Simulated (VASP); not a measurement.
Runs of VASP 6.6.1 on MoI. Symmetry: F-43m, No. 216, cubic system. The conventional cell has a = 6.358 Å, b = 6.358 Å, c = 6.358 Å, α = 90.00°, β = 90.00°, γ = 90.00°. Mo (site symmetry -43m) has 4 I at 2.75 Å as nearest neighbours. I (site symmetry -43m) is surrounded by 4 Mo at 2.75 Å. The cell was built by a generator and needn't be a form met in nature.

| task | level | potentials or basis | U | cell | k mesh | cutoff (eV) | smearing | gap on the mesh (eV) | pressure (GPa) | relaxed volume (Å³/atom) |
| --- | --- | --- | --- | --- | --- | --- | --- | --- | --- | --- |
| band structure | TPSS | VASP PAW PBE potentials, release 64 (Mo_sv, I) | - | as given | 7 × 7 × 7 | 520 | fermi-dirac 0.05 eV | - | -7.5 | - |
| relaxation of cell and atoms | PBE+U | VASP PAW PBE potentials, release 64 (Mo_sv, I) | Mo d U = 2 eV | relaxed | 7 × 7 × 7 | 600 | fermi-dirac 0.05 eV | none | 0.0 | (a) |
| relaxation of cell and atoms | PBE | VASP PAW PBE potentials, release 64 (Mo_sv, I) | - | relaxed | 7 × 7 × 7 | 600 | gaussian 0.05 eV | none | 0.0 | 28.14 |
| relaxation of cell and atoms | LDA | VASP PAW LDA potentials, release 64 (Mo_sv, I) | - | relaxed | 5 × 5 × 5 | 600 | fermi-dirac 0.05 eV | none | 0.0 | 26.49 |
| band structure | revPBE | VASP PAW PBE potentials, release 64 (Mo_sv, I) | - | as given | 7 × 7 × 7 | 520 | fermi-dirac 0.05 eV | - | -6.3 | - |
| band structure | RPBE | VASP PAW PBE potentials, release 64 (Mo_sv, I) | - | as given | 7 × 7 × 7 | 520 | fermi-dirac 0.05 eV | - | -5.9 | - |
| band structure | PW91 | VASP PAW PBE potentials, release 64 (Mo_sv, I) | - | as given | 7 × 7 × 7 | 520 | fermi-dirac 0.05 eV | - | (b) | - |

Alike in all rows: no spin polarisation.

Fill in the values left out.

(a) 28.96; (b) -7.3.

Caveats: an odd number of electrons without spin polarisation forces a metal; a magnetic or distorted state may lie lower; the PAW data sets were made with another functional, which shifts forces and pressure a little (some runs); U without spin polarisation on a metal has little footing (some runs); the volume moved by over 15 % at a fixed basis, so the end points are rough (some runs).

A k mesh can miss the band edges, and the runs leave out spin-orbit coupling on I, Mo.

A gap of «none» marks a metal or a gap under the smearing width.

Not every run made on this cell is shown here.
